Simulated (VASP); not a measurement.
A convergence study with VASP on GdN (rock salt): one setting is varied, all else stays as given below, so the limit is that of these other settings. Each run relaxes cell and ions; the cell shown is the tightest run's result.

```xyz
2
Lattice="0.0000 2.4905 2.4905 2.4905 0.0000 2.4905 2.4905 2.4905 0.0000" Properties=species:S:1:pos:R:3 pbc="T T T"
Gd     0.0000     0.0000     0.0000
N      2.4905     2.4905     2.4905
```

The numbers are results of PBE GGA, VASP's PBE PAW potentials (set 64) (plane waves; VASP), not measurements. The tightest run used: 700 eV cut-off, 7×7×7 Γ-centred mesh, Gaussian smearing of 0.050 eV, potentials Gd_3 N.

The 4f electrons are frozen in the core of the lanthanide potential, so 4f levels, which can set the real gap, and their magnetism are missing.

The reference is 7×7×7 mesh, which took about 20 core-seconds. The timings are rough (shared machines, no repeats); factors under 2 mean little.

### Question
Of the settings 2×2×2 mesh; 3×3×3 mesh; 4×4×4 mesh; 5×5×5 mesh; 6×6×6 mesh; 7×7×7 mesh, which is the lowest that keeps the difference from the reference in relaxed volume (Å³/atom) within 0.1 from there on, and what does it cost?

### Answer
4×4×4 mesh; its cost over the reference is within a factor of 2.
| setting | difference in relaxed volume (Å³/atom) | cost over the reference |
|---|---|---|
| 2×2×2 mesh | 0.070 | within a factor of 2 |
| 3×3×3 mesh | 0.204 | within a factor of 2 |
| 4×4×4 mesh | 0.017 | within a factor of 2 |
| 5×5×5 mesh | 0.033 | within a factor of 2 |
| 6×6×6 mesh | 0.003 | within a factor of 2 |
| 7×7×7 mesh | 0.000 | reference |

Left out are rungs that failed or repeat a setting and relaxations that didn't move; long series are thinned to 24 rows.

The compound is GdN in the rock salt structure.
